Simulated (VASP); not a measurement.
# Driving VASP from ASE on HfC, part 4 of 4

Do ASE scripts that read HfC from different structure formats give one answer, and do several routes find one equilibrium volume? All runs use PBEsol. Left out of this account: at least 1 further run (self-consistent run: a reference on another mesh). The start is a cell from a database of measured crystal structures.

VASP 6.6.1; PBEsol; plane waves and PAW (Hf_pv, C).

So far. Step 4 (Full relaxation (PBEsol, through ASE)): It ends with forces that vanish by symmetry and a pressure of 0.09 GPa. Step 5 (Energy against volume, from ASE (PBEsol)): The fit over cells of fixed shape and fractional positions puts the volume +0.05 % from the relaxed one.

The database entry behind the starting cell differs from later determinations by our own check (about 0.2 % long), so it need not match the best structure at ambient conditions.

### 7. The runs together

| run | atoms | mesh | energy (eV/atom) | pressure (GPa) |
| --- | --- | --- | --- | --- |
| ASE, structure read from an extended xyz file | 2 | 14×14×14 | -11.08966 | -7.029 |
| ASE, structure read from a CIF with its space group | 8 | 6×6×6 | -11.09509 | -7.058 |

### 8. Total energy, forces and stress (PBEsol, through ASE) with a changed input

This run is made with a changed input; what comes of it follows.

run.py reads:

```python
import numpy as np
from ase.calculators.vasp import Vasp
from ase import Atoms
from ase.dft.bandgap import bandgap

atoms = Atoms(['Hf', 'C'],
              cell=[[0.0, 2.325, 2.325], [2.325, 0.0, 2.325], [2.325, 2.325, 0.0]],
              scaled_positions=[[0.5, 0.5, 0.5], [0.0, 0.0, 0.0]],
              pbc=True)

calc = Vasp(
    xc='pbesol',
    pp='PBE',
    prec='Accurate',
    encut=520,
    ediff=1e-16,
    nelm=80,
    ismear=-1,
    sigma=0.05,
    lreal=False,
    algo='Normal',
    nbands=13,
    lasph=True,
    lorbit=11,
    lwave=False,
    lcharg=False,
    kpar=2,
    isif=2,
    pp_version='64',
    setups={'Hf': '_pv', 'C': ''},
    kpts=(14, 14, 14),
    gamma=True,
    txt='vasp.out',
)
atoms.calc = calc

print("energy (eV):", round(atoms.get_potential_energy(), 6))
print("Fermi level (eV):", round(calc.get_fermi_level(), 4))
print("forces (eV/A):")
print(np.round(atoms.get_forces(), 4))
print("stress (GPa, Voigt, tension positive):", np.round(atoms.get_stress() * 160.21766, 3))
gap, p1, p2 = bandgap(calc, direct=False)
print("gap on the mesh (eV):", round(gap, 4))
```

The projector-augmented-wave data sets are Hf_pv and C (PBE family, release 64).

The run is started by

```console
export ASE_VASP_COMMAND="mpirun -np 2 vasp_std"
python run.py
```

The log of the run:

```text
energy (eV): -22.179312
Fermi level (eV): 5.7685
forces (eV/A):
[[ 0.  0.  0.]
 [-0. -0. -0.]]
stress (GPa, Voigt, tension positive): [ 7.014  7.014  7.014 -0.    -0.    -0.   ]
gap on the mesh (eV): 0.0
```

The job ended after 61 s (2 MPI ranks of AMD EPYC 7R43, shared host; peak memory 0.27 GiB; 2 min of CPU time).

The INCAR that ASE wrote:

```
ENCUT = 520.000000
SIGMA = 0.050000
EDIFF = 1.00e-16
ALGO = Normal
GGA = PS
PREC = Accurate
ISIF = 2
ISMEAR = -1
KPAR = 2
LORBIT = 11
NBANDS = 13
NELM = 80
LASPH = .TRUE.
LCHARG = .FALSE.
LWAVE = .FALSE.
LREAL = .FALSE.
```

The KPOINTS that ASE wrote:

```
KPOINTS created by Atomic Simulation Environment
0
Gamma
14 14 14
0 0 0
```

VASP's own log, vasp.out:

```text
[... set-up lines as in an earlier step ...]
 entering main loop
       N       E                     dE             d eps       ncg     rms          rms(c)
[... 11 cycles as in an earlier step ...]
DAV:  12    -0.221806470023E+02    0.76688E-06   -0.40790E-06  3388   0.162E-02    0.966E-03
DAV:  13    -0.221806468318E+02    0.17050E-06   -0.28304E-07  3280   0.388E-03    0.293E-03
DAV:  14    -0.221806468173E+02    0.14568E-07   -0.27276E-08  3339   0.127E-03    0.163E-03
DAV:  15    -0.221806468369E+02   -0.19604E-07   -0.63334E-09  3034   0.650E-04    0.200E-04
DAV:  16    -0.221806468358E+02    0.11064E-08   -0.40817E-10  3109   0.188E-04    0.324E-04
DAV:  17    -0.221806468339E+02    0.18642E-08   -0.33486E-11  3210   0.402E-05    0.572E-05
DAV:  18    -0.221806468344E+02   -0.48294E-09   -0.13288E-12  3435   0.766E-06    0.624E-06
DAV:  19    -0.221806468334E+02    0.10059E-08   -0.14224E-12  2871   0.166E-06    0.343E-06
DAV:  20    -0.221806468335E+02   -0.14052E-09   -0.15415E-12  2550   0.673E-07    0.167E-07
DAV:  21    -0.221806468339E+02   -0.34402E-09   -0.77166E-13  2634   0.192E-07    0.102E-07
DAV:  22    -0.221806468340E+02   -0.12528E-09   -0.42696E-13  2161   0.423E-08    0.668E-08
DAV:  23    -0.221806468337E+02    0.30013E-09   -0.84520E-13  2324   0.152E-08    0.684E-09
DAV:  24    -0.221806468337E+02    0.35016E-10   -0.68453E-13  2256   0.444E-09    0.137E-09
DAV:  25    -0.221806468344E+02   -0.72623E-09   -0.26879E-13  2030   0.137E-09    0.767E-10
DAV:  26    -0.221806468336E+02    0.82878E-09   -0.10612E-12  2187   0.820E-10    0.140E-09
DAV:  27    -0.221806468344E+02   -0.82059E-09    0.71074E-15  2041   0.527E-10    0.115E-09
DAV:  28    -0.221806468336E+02    0.78830E-09   -0.68490E-13  1968   0.466E-10    0.703E-10
DAV:  29    -0.221806468336E+02   -0.77307E-11   -0.63309E-13  2024   0.340E-10    0.725E-10
DAV:  30    -0.221806468336E+02   -0.63665E-11   -0.61398E-14  1997   0.203E-10    0.654E-10
DAV:  31    -0.221806468336E+02    0.22283E-10    0.46034E-13  1853   0.166E-10    0.585E-10
DAV:  32    -0.221806468336E+02   -0.22283E-10    0.19158E-13  1945   0.191E-10    0.401E-10
DAV:  33    -0.221806468336E+02   -0.52296E-11   -0.87066E-14  1982   0.130E-10    0.181E-10
DAV:  34    -0.221806468336E+02   -0.26830E-10   -0.29032E-13  1867   0.141E-10    0.132E-10
DAV:  35    -0.221806468336E+02    0.10914E-10   -0.12590E-12  1879   0.171E-10    0.175E-10
DAV:  36    -0.221806468336E+02    0.21828E-10    0.13154E-13  2013   0.201E-10    0.484E-11
DAV:  37    -0.221806468336E+02   -0.37062E-10   -0.12833E-13  1819   0.198E-10    0.105E-10
DAV:  38    -0.221806468336E+02    0.10687E-10    0.51301E-13  1915   0.135E-10    0.292E-11
DAV:  39    -0.221806468336E+02   -0.15916E-11   -0.48546E-13  1965   0.154E-10    0.852E-11
DAV:  40    -0.221806468336E+02    0.48431E-10   -0.50535E-13  1779   0.178E-10    0.110E-10
DAV:  41    -0.221806468336E+02   -0.17280E-10    0.22215E-13  2035   0.137E-10    0.217E-10
DAV:  42    -0.221806468337E+02   -0.74124E-10    0.14148E-12  1780   0.278E-10    0.356E-11
DAV:  43    -0.221806468336E+02    0.86175E-10    0.52295E-13  1874   0.180E-10    0.116E-10
DAV:  44    -0.221806468336E+02    0.88676E-11    0.18131E-13  2075   0.138E-10    0.182E-10
DAV:  45    -0.221806468336E+02   -0.25693E-10    0.40188E-13  1965   0.203E-10    0.467E-11
DAV:  46    -0.221806468336E+02   -0.59117E-11    0.33362E-13  1910   0.204E-10    0.954E-11
DAV:  47    -0.221806468336E+02   -0.14552E-10    0.84832E-13  1963   0.122E-10    0.314E-11
DAV:  48    -0.221806468336E+02    0.68212E-12    0.67787E-13  1973   0.148E-10
   1 F= -.22180647E+02 E0= -.22179312E+02  d E =-.266928E-02
```

Parts of OUTCAR (step 8):

```text
   NELECT =      14.0000    total number of electrons

 E-fermi :   5.7685

 k-point     1 :       0.0000    0.0000    0.0000
  band No.  band energies     occupation
      1     -23.6940      2.00000
      2     -23.6940      2.00000
      3     -23.6940      2.00000
      4      -6.4831      2.00000
      5       6.8322      0.00000
      6       6.8322      0.00000
      7       6.8322      0.00000
      8       7.1511      0.00000
      9       7.1511      0.00000
    ...

  Total       -1.1003687     -1.1003687     -1.1003687      0.0000000      0.0000000      0.0000000
  in kB      -70.1374466    -70.1374466    -70.1374466      0.0000000      0.0000000      0.0000000
  external PRESSURE =     -70.1374466 kB  Pullay stress =       0.0000000 kB

 POSITION                                       TOTAL-FORCE (eV/Angst)
 -----------------------------------------------------------------------------------
      2.32500      2.32500      2.32500         0.000000      0.000000      0.000000
      0.00000      0.00000      0.00000        -0.000000     -0.000000     -0.000000
 -----------------------------------------------------------------------------------
    total drift:                                0.000000     -0.000000      0.000000

  FREE ENERGIE OF THE ION-ELECTRON SYSTEM (eV)
  ---------------------------------------------------
  free  energy   TOTEN  =       -22.1806468336 eV

  energy  without entropy=      -22.1779775562  energy(sigma->0) =      -22.17931219

[... 8 parts as in an earlier step ...]

[... 9 further parts left out ...]
```

The run converged, and its energy and pressure stay near those of the sound run.

Against the sound run on this cell (self-consistent run (PBEsol, through ASE)) the energy at zero smearing moves by +0.0 meV an atom and the pressure by +0.01 GPa.

Settings moved from the usual: NELM = 80 and EDIFF = 1e-16.

An EDIFF this small lies at or under the numerical noise of the energy, so it buys cycles and no accuracy.

### 9. Outcome

| Property | Result |
| --- | --- |
| energy, ASE, structure read from an extended xyz file | -11.08966 eV/atom |
| energy, ASE, structure read from a CIF with its space group | -11.09509 eV/atom |
| volume from VASP's own relaxation | 12.20 Å³/atom |
| volume from the fit of the ASE volume loop | 12.21 Å³/atom |
| volume from BFGS in ASE | 12.20 Å³/atom |

With the structure read from a CIF with its space group, ASE's run differs from the first script by -5.4 meV an atom, on the larger cell and its own mesh. The routes to the equilibrium volume agree within 0.07 %. A relaxation follows the stress, which carries a basis-set error, while a volume loop fits energies; every loop stops at a tolerance; VASP's relaxation keeps the plane waves of its start, while ASE starts VASP afresh at each cell, and a loop at fixed shape can't relax anything but the volume.

[Lines on the potential files, build, host, timing and source positions are cut from VASP's logs without a mark.]

[Logs are printed without paths, hosts, clocks, repeated set-up lines and the standing remarks that a program may print on its own settings, such as how far it seeks lower states.]

[Hosts, paths, dates, database ids (printed as entryN), source tags and the programs' standing remarks are cut or masked in the printed files.]

[A measured line is paired with the nearest computed mode of its activity, which favours agreement.]

[In band tables of VASP the shares of atoms and orbitals are scaled to a sum of 1 inside the atoms' spheres.]
